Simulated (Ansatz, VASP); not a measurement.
# LiH: VASP beside Ansatz

One calculation is typed for both programs; each brings its own data sets. How far apart do they land? The cell is taken from a series of runs on this material, whose earlier steps may have relaxed, scaled, displaced or heated it; both programs get it as it stands.

Calculated with Ansatz 0.2.0; plane waves, with VASP 6.6.1 beside it; relaxation of cell and atoms at PBE and zone-centre phonons at PBE.

## 1. The structure

The structure is cubic, space group Fm-3m (No. 225). Conventional cell: a = 4.007 Å, b = 4.007 Å, c = 4.007 Å, α = 90.00°, β = 90.00°, γ = 90.00°. Nearest to Li lie 6 H at 2.00 Å. Nearest to H lie 6 Li at 2.00 Å. Farther neighbours are not listed.

Coordinates:

```cif
data_structure
_symmetry_space_group_name_H-M 'Fm-3m'
_symmetry_Int_Tables_number 225
_cell_length_a 4.0068
_cell_length_b 4.0068
_cell_length_c 4.0068
_cell_angle_alpha 90.000
_cell_angle_beta 90.000
_cell_angle_gamma 90.000
_cell_volume 64.33
loop_
_atom_site_label
_atom_site_type_symbol
_atom_site_symmetry_multiplicity
_atom_site_Wyckoff_symbol
_atom_site_fract_x
_atom_site_fract_y
_atom_site_fract_z
_atom_site_occupancy
Li1 Li 4 a 0.00000 0.00000 0.00000 1
H1 H 4 b 0.50000 0.00000 0.00000 1
```

## 2. VASP: relaxation of cell and atoms, PBE

The relaxed volume is the usual yardstick between codes: in a stiff, nearly cubic crystal its relative difference is about their pressure difference at one cell divided by the bulk modulus.

Lines of VASP's logs that name or quote its potential files are left out, and so is its time.

Input file INCAR:

```
SYSTEM = LiH
PREC = Accurate
ENCUT = 750
EDIFF = 1E-07
NELM = 120
ISMEAR = 0
SIGMA = 0.01
LREAL = .FALSE.
ALGO = Normal
GGA = PE
NBANDS = 8
LORBIT = 11
LWAVE = .FALSE.
LCHARG = .FALSE.
ISIF = 3
IBRION = 2
NSW = 80
EDIFFG = -0.005
LASPH = .TRUE.
GGA_COMPAT = .FALSE.
NELMIN = 4
EFERMI = MIDGAP
```

Input file POSCAR:

```
LiH
1.0
    0.0000000000      2.0033990000      2.0033990000
    2.0033990000      0.0000000000      2.0033990000
    2.0033990000      2.0033990000      0.0000000000
Li H
1 1
Direct
    0.0000000000      0.0000000000      0.0000000000
    0.5000000000      0.5000000000      0.5000000000
```

Input file KPOINTS:

```
Automatic mesh
0
Gamma
12 12 12
0 0 0
```

The projector-augmented-wave data sets are Li_sv and H (PBE family, release 64).

Command:

```
mpirun -np 1 vasp_std
```

Numbers of over 12 decimals in the logs are rounded to 6 here.

Output:

```text
[banner, memory and clock lines left out]
running    1 mpi-ranks, on    1 nodes
 distrk:  each k-point on    1 cores,    1 groups
 distr:  one band on    1 cores,    1 groups

 POSCAR found type information on POSCAR LiH
 POSCAR found :  2 types and       2 ions
 LDA part: xc-table for (Slater+PW92), standard interpolation
 POSCAR, INCAR and KPOINTS ok, starting setup
 FFT: planning ... GRIDC
 FFT: planning ... GRID_SOFT
 FFT: planning ... GRID
 WAVECAR not read
 entering main loop
       N       E                     dE             d eps       ncg     rms          rms(c)
DAV:   1    -0.169719306488E+01   -0.16972E+01   -0.19349E+03  1152   0.596E+02
DAV:   2    -0.630908044679E+01   -0.46119E+01   -0.45977E+01  1648   0.540E+01
DAV:   3    -0.636954446219E+01   -0.60464E-01   -0.60464E-01  1416   0.627E+00
DAV:   4    -0.636989589468E+01   -0.35143E-03   -0.35143E-03  1776   0.423E-01
DAV:   5    -0.636989649042E+01   -0.59573E-06   -0.59573E-06  1440   0.115E-02    0.288E+00
DAV:   6    -0.618650945471E+01    0.18339E+00   -0.15674E-01  1336   0.136E+00    0.144E+00
DAV:   7    -0.612513504520E+01    0.61374E-01   -0.20096E-01  1408   0.174E+00    0.218E-01
DAV:   8    -0.612692580482E+01   -0.17908E-02   -0.43682E-03  1424   0.479E-01    0.395E-02
DAV:   9    -0.612688810681E+01    0.37698E-04   -0.14791E-04  1616   0.551E-02    0.733E-03
DAV:  10    -0.612688617616E+01    0.19307E-05   -0.45314E-06  1456   0.165E-02    0.199E-03
DAV:  11    -0.612688594307E+01    0.23309E-06   -0.15934E-07  1792   0.200E-03    0.521E-04
DAV:  12    -0.612688592606E+01    0.17014E-07   -0.61991E-09   896   0.680E-04
   1 F= -.61268859E+01 E0= -.61268859E+01  d E =-.612689E+01
 curvature:   0.00 expect dE= 0.000E+00 dE for cont linesearch  0.000E+00
 trial: gam= 0.00000 g(F)=  0.482E-62 g(S)=  0.254E-04 ort = 0.000E+00 (trialstep = 0.100E+01)
 search vector abs. value=  0.254E-04
 bond charge predicted
       N       E                     dE             d eps       ncg     rms          rms(c)
DAV:   1    -0.612691359649E+01   -0.27653E-04   -0.16354E-04  1336   0.938E-02    0.256E-02
DAV:   2    -0.612691037170E+01    0.32248E-05   -0.42381E-06  1304   0.216E-02    0.151E-02
DAV:   3    -0.612690813852E+01    0.22332E-05   -0.30208E-06  1888   0.887E-03    0.107E-03
DAV:   4    -0.612690800084E+01    0.13768E-06   -0.36271E-08   824   0.204E-03    0.218E-04
DAV:   5    -0.612690805551E+01   -0.54666E-07   -0.13967E-08   656   0.880E-04
   2 F= -.61269081E+01 E0= -.61269081E+01  d E =-.221295E-04
 trial-energy change:   -0.000022  1 .order   -0.000022   -0.000025   -0.000019
 step:   3.9623(harm=  3.9623)  dis= 0.00000  next Energy=    -6.126936 (dE=-0.504E-04)
 bond charge predicted
       N       E                     dE             d eps       ncg     rms          rms(c)
DAV:   1    -0.612698049445E+01   -0.72494E-04   -0.14396E-03  1344   0.279E-01    0.759E-02
DAV:   2    -0.612695131894E+01    0.29176E-04   -0.38104E-05  1256   0.642E-02    0.449E-02
DAV:   3    -0.612693400024E+01    0.17319E-04   -0.26663E-05  1920   0.264E-02    0.324E-03
DAV:   4    -0.612693352721E+01    0.47303E-06   -0.30849E-07  1184   0.586E-03    0.632E-04
DAV:   5    -0.612693367960E+01   -0.15239E-06   -0.10984E-07  1056   0.257E-03    0.217E-04
DAV:   6    -0.612693364070E+01    0.38897E-07   -0.15437E-08   632   0.113E-03
   3 F= -.61269336E+01 E0= -.61269336E+01  d E =-.477146E-04
 curvature:  -1.98 expect dE=-0.122E-06 dE for cont linesearch -0.122E-06
 trial: gam= 0.00000 g(F)=  0.521E-62 g(S)=  0.614E-07 ort =-0.125E-05 (trialstep = 0.159E+01)
 search vector abs. value=  0.615E-07
 reached required accuracy - stopping structural energy minimisation
```

From OUTCAR (step 2):

```text
ion  position               nearest neighbor table
   1  0.000  0.000  0.000-
   2  0.500  0.500  0.500-

  LATTYP: Found a face centered cubic cell.
 ALAT       =     4.0067980000

 Subroutine GETGRP returns: Found 48 space group operations
 (whereof 48 operations were pure point group operations)

The static configuration has the point symmetry O_h .

 Found     72 irreducible k-points:

   k-points           NKPTS =     72   k-points in BZ     NKDIM =     72   number of bands    NBANDS=      8

   dimension x,y,z NGX =    28 NGY =   28 NGZ =   28
   dimension x,y,z NGXF=    56 NGYF=   56 NGZF=   56

   ENCUT  =  750.0 eV  55.12 Ry    7.42 a.u.   6.33  6.33  6.33*2*pi/ulx,y,z

   NELECT =       4.0000    total number of electrons

 k-points in reciprocal lattice and weights: Automatic mesh
   0.00000000  0.00000000  0.00000000       0.001
   0.08333333  0.00000000  0.00000000       0.005
   0.16666667  0.00000000  0.00000000       0.005
   0.25000000  0.00000000  0.00000000       0.005
   0.33333333  0.00000000  0.00000000       0.005
   0.41666667  0.00000000  0.00000000       0.005
   0.50000000  0.00000000  0.00000000       0.002
   0.08333333  0.08333333  0.00000000       0.003
   0.16666667  0.08333333  0.00000000       0.014
[...]
-0.33333333  0.50000000  0.16666667       0.007
  -0.25000000  0.50000000  0.25000000       0.003

 average (electrostatic) potential at core
       1 -63.1961       2 -33.9471

 E-fermi :   1.6069

 k-point     1 :       0.0000    0.0000    0.0000
  band No.  band energies     occupation
      1     -44.1550      2.00000
      2      -5.3469      2.00000
      3      16.2847      0.00000
      4      18.0799      0.00000
      5      18.0799      0.00000
      6      18.0799      0.00000
      7      22.8076      0.00000
    ...

 k-point     2 :       0.0833    0.0000    0.0000
  band No.  band energies     occupation
      1     -44.1518      2.00000
      2      -5.2232      2.00000
      3      15.2417      0.00000
      4      17.3111      0.00000
      5      17.7922      0.00000
      6      17.7922      0.00000
      7      22.2211      0.00000
    ...

 k-point     3 :       0.1667    0.0000    0.0000
  band No.  band energies     occupation
      1     -44.1431      2.00000
      2      -4.8591      2.00000
      3      12.6590      0.00000
      4      16.2168      0.00000
      5      17.2535      0.00000
      6      17.2535      0.00000
      7      22.6991      0.00000
    ...

  Total        0.0009214      0.0009214      0.0009214     -0.0000000      0.0000000     -0.0000000
  in kB        0.0922927      0.0922927      0.0922927     -0.0000000      0.0000000     -0.0000000
  external PRESSURE =       0.0922927 kB  Pullay stress =       0.0000000 kB

  energy-cutoff  :      750.00
  volume of cell :       16.00
      direct lattice vectors                 reciprocal lattice vectors
    -0.000000000  1.999810431  1.999810431    -0.250023698  0.250023698  0.250023698
     1.999810431 -0.000000000  1.999810431     0.250023698 -0.250023698  0.250023698
     1.999810431  1.999810431  0.000000000     0.250023698  0.250023698 -0.250023698

 POSITION                                       TOTAL-FORCE (eV/Angst)
 -----------------------------------------------------------------------------------
      0.00000      0.00000      0.00000         0.000000      0.000000      0.000000
      1.99981      1.99981      1.99981        -0.000000     -0.000000     -0.000000
 -----------------------------------------------------------------------------------
    total drift:                                0.000000      0.000000      0.000000

  FREE ENERGIE OF THE ION-ELECTRON SYSTEM (eV)
  ---------------------------------------------------
  free  energy   TOTEN  =        -6.1269336407 eV

  energy  without entropy=       -6.1269336407  energy(sigma->0) =       -6.12693364

 reached required accuracy - stopping structural energy minimisation

 total charge
# of ion       s       p       d       tot
------------------------------------------
    1        2.022   0.060   0.000   2.082
    2        0.545   0.002   0.000   0.547
--------------------------------------------------
tot          2.567   0.062   0.000   2.628

[... 3 further parts left out ...]
```

CONTCAR:

```
LiH
   1.00000000000000
    -0.0000000000000000    1.9998104306765467    1.9998104306765467
     1.9998104306765467   -0.0000000000000000    1.9998104306765467
     1.9998104306765467    1.9998104306765467    0.0000000000000000
  Li              H
     1     1
Direct
     0.0000000000000000    0.0000000000000000    0.0000000000000000
     0.5000000000000000    0.5000000000000000    0.5000000000000000
```

## 3. Ansatz: relaxation of cell and atoms, PBE

Ansatz runs on its default PAW (the set named soft_2) files.

The same cell, functional and mesh now go to Ansatz, which takes its cutoff from its data sets.

Input file input.yaml:

```yaml
crystal:
  lattice:
    - [0.0, 2.0033987323, 2.0033987323]
    - [2.0033987323, 0.0, 2.0033987323]
    - [2.0033987323, 2.0033987323, 0.0]
  atoms:
    - { symbol: Li, position: [0.0, 0.0, 0.0] }
    - { symbol: H, position: [0.5, 0.5, 0.5] }
kpoints:
  mp_grid: { grid: [12, 12, 12] }
hamiltonian:
  xc: pbe
scf:
  occupations: { method: fixed }
output:
  forces: true
  stress: true
  eigenvalues: true
  write_density: true
  write_potential: true
  elf: true
  volumetric_format: npy
relax:
  adjacent_minimum: "off"
  f_tol: 0.001
  max_steps: 60
  cell: { stress_tol: 0.01 }
```

Command:

```
ansatz run input.yaml --threads 4 --pin off --max-ram 7168MiB --backend cpu --events-out ev --progress --plain --runs-dir out
```

Output:

```text
Engine: ansatz 0.2.0, aarch64-unknown-linux-gnu
Pseudopotentials: kind: paw
Pseudopotential: Li, paw, valence charge 3, recommended cutoff 420 eV (normal), Li.paw.azcp
Pseudopotential: H, paw, valence charge 1, recommended cutoff 420 eV (normal), H.paw.azcp
Functional definition: PBE
  parameter kappa = 0.804
  parameter beta = 0.066725
  exchange = pbe_x(kappa = kappa, mu = beta*pi^2/3)
  correlation = pbe_c(beta = beta)
Crystal: 2 atoms, lattice volume = 16.082 Å³
Basis set: ecut = 420 eV, 331 PW (Γ), exchange–correlation on 40×40×40 points (8 copies of the dense FFT grid, shifted against one another)
Bands: 6, of which v1, the nominal top of the filled ones, is band 2 counted from 1 (1 counted from 0)
Symmetry: 48 space group operations
Space group: Fm-3m (ITA 225), of the structure as read, at distance tolerance 2.5e-5 Å
k-points: 72 of 1728
Non-local potential: Li, projectors of the file, l = 0: 3, l = 1: 2, l = 2: 1
Non-local potential: H, projectors of the file, l = 0: 2, l = 1: 1
PAW form: soft (Blöchl's): semilocal exchange-correlation on the pseudo side does not see the compensation charge
PAW one-centre angular grid: Li, 110 points (default); XC on 64 Gauss nodes
PAW one-centre angular grid: H, 110 points (default); XC on 64 Gauss nodes
Initial density: superposition of atomic densities (neutral atoms: chi_scale 0, normalization atom), corrected by the library's trained network
Initial wavefunctions: pseudopotential atomic-orbital guess
Functional: x = pbe(κ = 0.804, μ = 0.219515), c = pbe(β = 0.066725)
SCF iter   1: F=—  HF=-221.391706 eV  |F-HF|=—  |Δ(HF+E_count)|=         —  Δρ=9.35e-4  dr2=6.47e-5  ethr=1.77e-3  ⟨swp⟩=3.5  Hψ=2989  notcnv=0  defer=123
preconditioner: auto → none  [insulator: Δε(μ)=2.971 eV  Ē_g=14.137 eV  n_scr=0 (ndim 8)  ℏωp=13.1 eV  f_vac=0.000  ε∞_Penn≈1.9]
SCF iter   2: F=—  HF=-221.391737 eV  |F-HF|=—  |Δ(HF+E_count)|=   3.11e-5  Δρ=4.18e-4  dr2=1.19e-5  ethr=1.62e-6  ⟨swp⟩=2.0  Hψ=1149  notcnv=0  defer=135
SCF iter   3: F=—  HF=-221.391760 eV  |F-HF|=—  |Δ(HF+E_count)|=   2.28e-5  Δρ=5.54e-5  dr2=4.04e-7  ethr=2.99e-7  ⟨swp⟩=2.0  Hψ=649  notcnv=0  defer=136
iter 4 did not close the SCF: its close was put off for the readings that it lacked (scf_convergence_deferred on its scf_iter line)
SCF iter   4: F=-221.391760 eV  HF=-221.391760 eV  |F-HF|=2.34e-8  |Δ(HF+E_count)|=   5.49e-7  Δρ=1.81e-5  dr2=4.17e-8  ethr=1.01e-8  ⟨swp⟩=2.0  Hψ=504  notcnv=0  defer=136
iter 5 did not close the SCF: its close was put off for the readings that it lacked (scf_convergence_deferred on its scf_iter line)
SCF iter   5: F=-221.391760 eV  HF=-221.391760 eV  |F-HF|=1.08e-10  |Δ(HF+E_count)|=   1.69e-8  Δρ=1.59e-6  dr2=2.61e-10  ethr=1.04e-9  ⟨swp⟩=1.3  Hψ=457  notcnv=0  defer=136
SCF iter   6: F=-221.391760 eV  HF=-221.391760 eV  |F-HF|=6.54e-13  |Δ(HF+E_count)|=  5.69e-11  Δρ=8.22e-8  dr2=4.00e-13  ethr=6.52e-12  ⟨swp⟩=5.8  Hψ=2520  notcnv=0
SCF 1 converged in 6 iterations: F = -221.391760 eV  dr2 = 4.00e-13
  greatest PAW one-centre occupation: 1.000 electrons in one spin orbital (limit 2), on the Li atom at site 0 (counted from 0), in its partial waves of l = 0
relax step   1: F+E_penalty+E_count = -221.39176020 eV  Δ(F+E_penalty+E_count) = +0.000e0 eV  max|allowed force component| = 1.027e-30 eV/Å  Δτ_max = 0.0000 Å  P = +0.006 GPa  Ω = 16.082 Å³  (6 SCF iters, accepted)
Initial density: handed on by an earlier stage of this run
Initial wavefunctions: pseudopotential atomic-orbital guess (no wavefunctions were taken with the density)
iter 1 solved again at ethr=1.07e-9 eV; its pass at ethr=3.10e-3 eV (dr2=4.29e-8 eV) is discarded
SCF iter   1: F=—  HF=-221.391770 eV  |F-HF|=—  |Δ(HF+E_count)|=         —  Δρ=1.32e-6  dr2=1.99e-10  ethr=1.07e-9  ⟨swp⟩=2.4  Hψ=4137  notcnv=0  defer=123
preconditioner: auto → none  [insulator: Δε(μ)=2.984 eV  Ē_g=14.142 eV  n_scr=0 (ndim 8)  ℏωp=13.1 eV  f_vac=0.000  ε∞_Penn≈1.9]
SCF iter   2: F=—  HF=-221.391760 eV  |F-HF|=—  |Δ(HF+E_count)|=   1.02e-5  Δρ=8.89e-7  dr2=9.25e-11  ethr=4.97e-12  ⟨swp⟩=2.0  Hψ=577  notcnv=0  defer=123
SCF iter   3: F=—  HF=-221.391760 eV  |F-HF|=—  |Δ(HF+E_count)|=  5.31e-12  Δρ=5.45e-7  dr2=3.36e-11  ethr=2.31e-12  ⟨swp⟩=1.0  Hψ=432  notcnv=0  defer=123
SCF iter   4: F=—  HF=-221.391760 eV  |F-HF|=—  |Δ(HF+E_count)|=  9.18e-12  Δρ=2.09e-7  dr2=4.67e-12  ethr=8.41e-13 (applied; sched 1.00e-12)  ⟨swp⟩=1.1  Hψ=441  notcnv=0  defer=123
SCF iter   5: F=—  HF=-221.391760 eV  |F-HF|=—  |Δ(HF+E_count)|=  3.15e-12  Δρ=1.22e-7  dr2=1.63e-12  ethr=1.17e-13 (applied; sched 1.00e-12)  ⟨swp⟩=1.0  Hψ=432  notcnv=0  defer=123
SCF iter   6: F=-221.391760 eV  HF=-221.391760 eV  |F-HF|=3.13e-13  |Δ(HF+E_count)|=  9.66e-13  Δρ=6.80e-8  dr2=5.18e-13  ethr=1.00e-12  ⟨swp⟩=5.8  Hψ=2028  notcnv=0
SCF 2 converged in 6 iterations: F = -221.391760 eV  dr2 = 5.18e-13
relax step   2: F+E_penalty+E_count = -221.39176020 eV  Δ(F+E_penalty+E_count) = +5.684e-14 eV  max|allowed force component| = 2.441e-30 eV/Å  Δτ_max = 0.0000 Å  P = +0.006 GPa  Ω = 16.082 Å³  stress off target by 6.00e-3 GPa  SCF on the basis re-selected at this cell (its energy is not comparable with the rows above)  (6 SCF iters)
basis re-selected at this cell: Δ(F+E_penalty+E_count) = +5.684e-14 eV, ΔP = +0.000 GPa vs the last step (what re-selecting the basis moved, of the pressure what is left beyond the Pulay correction that the steps carried, after the strain that the cell walked since its last selection, with what the two solves' SCF thresholds leave and, on support functions, any second-order correction that the steps lacked; it is no  [...]
SCF converged after 6 iterations
Free energy (F): -221.391760 eV
Harris-Foulkes:  -221.391760 eV  (|F-HF|=3.13e-13)
Internal energy: -221.391760 eV  (E = F + TS)
E sigma→0 (E₀):  -221.391760 eV
Fermi energy:    0.742862 eV
--- Per-component energies (eV) ---
  E_band       = -90.158463
  E_kinetic    = 36.000985
  E_local      = -124.553594  (includes V_loc(G=0)·N_el)
  E_nonlocal   = -31.729206
  E_hartree    = 34.807185
  E_xc         = -20.230572
  E_vxc        = -26.118137  (∫ρ·V_xc dr)
  E_paw        = -21.551049  (= ΣΔE_a)
  E_vpaw       = -13.371714  (= ΣTr[D̂ρ^β])
  E_aug_tail   = -0.001166  (compensation charges beyond the density's cutoff)
  E_ewald      = -94.134342
  E_smearing   = -0.000000  (= −TS)
  E_closure    = -0.000000  (closes the sum)
  Σ components = -221.391760   (vs F -221.391760, Δ=0.00e0)
--- Forces (eV/Å), atoms counted from 1 ---
  atom   1  Li    -0.00000000    -0.00000000    -0.00000000
  atom   2  H      0.00000000     0.00000000     0.00000000
  max |Σ_I F_I| component: 4.06e-30 eV/Å
--- Stress (GPa, compression-positive) ---
        0.006004      -0.000000       0.000000
       -0.000000       0.006004      -0.000000
        0.000000       0.000000       0.006004
  P = ⅓ Tr σ = 0.0060 GPa (0.060 kbar)
--- Band table (eV; the first three rows and the last of 72) ---
  k-point 0: bands = ["-43.5244", "-4.7028", "16.8486", "18.6377", "18.6377", "18.6377"]
  k-point 1: bands = ["-43.5213", "-4.5795", "15.8107", "17.8752", "18.3525", "18.3525"]
  k-point 2: bands = ["-43.5128", "-4.2159", "13.2407", "16.7849", "17.8177", "17.8177"]
  k-point 71: bands = ["-43.4635", "0.5135", "6.0158", "6.0158", "12.5379", "18.3930"]
--- Relaxed structure (1 steps of the walk, 1 accepted, 1 SCFs on fresh bases) ---
  F+E_penalty+E_count = -221.39176020 eV   max|allowed force component| = 2.441e-30 eV/Å   (the final SCF, on the basis selected at the relaxed cell)
  cell:  # Å, volume = 16.0817 Å³
    - [0.0, 2.0033987323, 2.0033987323]
    - [2.0033987323, 0.0, 2.0033987323]
    - [2.0033987323, 2.0033987323, 0.0]
  atoms:
    - { symbol: Li, position: [0.0, 0.0, 0.0] }
    - { symbol: H, position: [0.500000, 0.500000, 0.500000] }
```

Reading the cycles: dr2 is the Hartree energy of the density residual (eV), the measure of convergence; HF is the Harris–Foulkes estimate of the energy, which meets the free energy F at convergence.

## 4. Side by side

Known differences besides the potentials themselves: fixed occupations in Ansatz, narrow Gaussian smearing in VASP; the cutoff is 420 eV in Ansatz and 750 eV in VASP; Ansatz adds a Pulay correction to the stress that steers its cell, VASP none. Total energies have different zeros and are not compared.

The two programs side by side:

| quantity | Ansatz | VASP | difference |
| --- | --- | --- | --- |
| volume (Å³) | 16.08 | 16.00 | +0.54 % |
| edge a after relaxation, in the typed setting (Å) | 2.833 | 2.828 | +0.18 % |

[end of part 1 of 2]

[Lines on the potential files, build, host, timing and source positions are cut from VASP's logs without a mark.]

[Logs are printed without paths, hosts, clocks, repeated set-up lines and the standing remarks that a program may print on its own settings, such as how far it seeks lower states.]

[Hosts, paths, dates, database ids (printed as entryN), source tags and the programs' standing remarks are cut or masked in the printed files.]
